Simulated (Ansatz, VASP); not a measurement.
**RbAl4Cl in VASP and in Ansatz**

```
Rb Al Cl
1.0
     5.02605    0.00000    0.00000
     0.00000    3.49333    4.42454
     0.00000   -3.49333    4.42454
Rb Al Cl
1 4 1
Cartesian
  0.0000 0.0000 3.3229
  0.0000 0.0000 0.0905
  2.5130 -2.1877 4.9681
  2.5130 2.1877 4.9681
  2.5130 0.0000 6.6802
  0.0000 0.0000 6.5444
```

Change from the starting cell: the structure that the rattled cell fell into.

Alike in both runs: task single point; functional PBE; k mesh 4 × 4 × 4; occupations gaussian, width 0.1 eV; no spin polarisation.

|  | VASP | Ansatz |
| --- | --- | --- |
| version | VASP 6.6.1 | Ansatz 0.2.0 |
| potentials or method | VASP PAW PBE potentials, release 64 (Rb_sv, Al, Cl) | scalar-relativistic, plane waves, PAW |
| plane-wave cutoff (eV) | 520 | 420 |
| valence electrons in the cell | 28 | 28 |

```tsv
	VASP	Ansatz	Ansatz less VASP
gap on the k mesh at the Fermi level (eV)	none	none	-
pressure (GPa)	-0.1	-0.1	+0.01
largest component of the traceless stress (GPa)	0.13	0.13	-0.002
rms of the force components (eV/Å)	0.018	0.017	-0.0015
```

Atom by atom the forces differ by 0.003 eV/Å (rms over components). A gap of «none» marks a metal or a gap that the smearing closes. With one functional, cell and mesh, what is left measures potentials, basis and numerics.
